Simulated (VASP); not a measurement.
Here is the system:

```
Bi2Te3
1.0
    4.34696     0.00000     0.00000
   -2.17348     3.76458     0.00000
    0.00000     0.00000    23.86776
Bi Te
2 3
Cartesian
  0.00000   2.50972   9.90622
  0.00000   0.00000  13.96154
  2.17348   3.76458   8.18333
  2.17348   1.25486  11.93388
  0.00000   2.50972  15.68443
```

Computed with PBEsol GGA, VASP's PBE PAW potentials (set 64) (plane waves; VASP). Run with 400 eV cut-off, 11×11×1 Γ-centred mesh, Gaussian smearing of 0.010 eV, potentials Bi_d Te.

The cell holds a wide vacuum, so values per volume refer to the whole cell.

Task: Which forces act on the atoms, in eV/Å?

Result: 
| atom | Fx | Fy | Fz |
|---|---|---|---|
| Bi1 | 0.000 | 0.000 | -0.050 |
| Bi2 | 0.000 | 0.000 | 0.050 |
| Te3 | 0.000 | 0.000 | 0.026 |
| Te4 | 0.000 | 0.000 | 0.000 |
| Te5 | 0.000 | 0.000 | -0.026 |

Task: Give the stress tensor in GPa (positive for a compressed cell).

Result: 
```
-0.01   0.00   0.00
 0.00  -0.01   0.00
 0.00   0.00  -0.02
```
The pressure is its mean diagonal, -0.02 GPa.

The cell is a sheet with vacuum, built from a generated structure.
